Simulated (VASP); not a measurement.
```xyz
1
Lattice="-1.5704 1.5704 1.5704 1.5704 -1.5704 1.5704 1.5704 1.5704 -1.5704" Properties=species:S:1:pos:R:3 pbc="T T T"
Mo     0.0000     0.0000     0.0000
```

Level of theory: PBE GGA with D4 dispersion, VASP's PBE PAW potentials (set 64) (plane waves; VASP 6.6.1). Numerical set-up: 520 eV cut-off, Gaussian smearing of 0.050 eV, potentials Mo_sv.

Question: Give the energies of bands 5 to 10 at the high-symmetry points, in eV from the Fermi level.

Answer: 
```
band      Γ      H      N      P
----  -----  -----  -----  -----
5     -7.29  -5.53  -5.40  -2.67
6     -1.41  -5.53  -3.47  -2.67
7     -1.41   4.00   1.64  -2.67
8     -1.41   4.00   1.68   2.45
9      1.65   4.00   2.32   2.45
10     1.65   9.11   4.78   9.68
```

It has no gap at this level: it comes out as a metal or semimetal.

The compound is Mo in the bcc structure. It was relaxed first.
